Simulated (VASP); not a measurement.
These are PBE GGA, VASP's PBE PAW potentials (set 64) (plane waves; VASP) values and carry that method's errors.

Gaps are without spin-orbit coupling.

| Item | Result |
|---|---|
| volume per atom | 6.76 Å^3/atom |
| band gap (over mesh and band path) | 1.16 eV |
| smallest direct gap (over mesh and band path) | 4.13 eV |
| Hill bulk modulus | 202 GPa |
| Hill shear modulus | 231 GPa |

Problem. Which relaxed crystal gives these values?
A) SnS2, P-3m1 (164)
B) CdF2, Fm-3m (225)
C) Be2C, Fm-3m (225)
D) SiC, P6_3mc (186)

Solution. C, Be2C, Fm-3m (225)
